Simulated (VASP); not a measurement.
Calculation: AM05 GGA, VASP's PBE PAW potentials (set 64) (plane waves; VASP).

The input files of a VASP run:

INCAR:
```
SYSTEM = Ni
PREC = Accurate; ENCUT = 520; LREAL = .False.
LASPH = .True.
EDIFF = 1E-7; NELM = 100; ALGO = Normal
LMAXMIX = 4
ISMEAR = 1; SIGMA = 0.1
GGA = AM
ISPIN = 2; MAGMOM = 0.6
ISIF = 2
LWAVE = .False.; LCHARG = .False.; LORBIT = 10
```

File POSCAR:
```
Ni
1
    0.0000000000     1.7111990642     1.7111990642
    1.7111990642     0.0000000000     1.7111990642
    1.7111990642     1.7111990642     0.0000000000
Ni
1
Direct
  0.0000000000   0.0000000000   0.0000000000
```

### KPOINTS
```
Automatic mesh
0
Gamma
18 18 18
0 0 0
```

POTCAR, in this order: Ni (PBE.64 set). Program: vasp_std.

Question: Estimate the energy per atom (σ→0), cell moment, pressure, band gap (on the k-mesh).

Answer: 
| Property | Value |
|---|---|
| energy per atom (σ→0) | -5.889 eV/atom |
| cell moment | 0.61 μB |
| band gap (on the k-mesh) | none (metal, semimetal or under 0.01 eV) |
| pressure | 7.59 GPa |

File OSZICAR:
```
...
DAV:   8    -0.589136175458E+01    0.20141E-01   -0.25250E-02 10124   0.187E+00    0.991E-01
DAV:   9    -0.588901780530E+01    0.23439E-02   -0.13595E-03 10386   0.347E-01    0.278E-01
DAV:  10    -0.588844430403E+01    0.57350E-03   -0.47983E-04  9813   0.176E-01    0.317E-02
DAV:  11    -0.588844165561E+01    0.26484E-05   -0.13145E-05  8832   0.464E-02    0.298E-02
DAV:  12    -0.588844378890E+01   -0.21333E-05   -0.24217E-06  9208   0.173E-02    0.497E-03
DAV:  13    -0.588844412077E+01   -0.33187E-06   -0.29579E-07  5076   0.591E-03    0.175E-03
DAV:  14    -0.588844405174E+01    0.69034E-07   -0.14507E-08  3662   0.150E-03
   1 F= -.58884441E+01 E0= -.58885094E+01  d E =0.196186E-03  mag=     0.6078
```

The compound is Ni in the fcc structure. This cell is one point of a volume scan, at 0.97 of the reference volume.
